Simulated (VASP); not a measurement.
## GeS₂ (space group Fdd2): computed properties

The numbers are results of PBEsol GGA, VASP's PBE PAW potentials (set 64) (plane waves; VASP), not measurements.

```
Property                                                                                 Result
---------------  ------------------------------------------------------------------------------
space group                                                                           Fdd2 (43)
cell             a = 11.5252 Å, b = 22.4303 Å, c = 7.2141 Å, α = 90.00°, β = 90.00°, γ = 90.00°
volume per atom                                                                   25.90 Å³/atom
density                                                                              2.92 g/cm³
```

GeS2 has the orthorhombic space group Fdd2 (No. 43), Pearson symbol oF72. Conventional cell: a = 11.5252 Å, b = 22.4303 Å, c = 7.2141 Å, α = β = γ = 90.00°. Ge1 on 8a is coordinated by 4 S at 2.233–2.236 Å (tetrahedral). Ge2 on 16b is surrounded by 4 S at 2.221–2.231 Å (tetrahedral). S1 on 16b has 2 Ge at 2.231–2.236 Å (bent). S2 on 16b sees 2 Ge at 2.221–2.233 Å (bent). S3 on 16b sees 2 Ge at 2.224–2.229 Å (bent). (Neighbours: up to the widest gap in distance over summed covalent radii, below 1.35, at either atom.)
(The calculation used a cell of 18 atoms; values per cell refer to that cell.)

The structure comes from a measured GeS2 entry (Fdd2) of the Crystallography Open Database, whose conditions weren't checked. It was relaxed first. Symmetry was kept, so distortions that lower it aren't found.
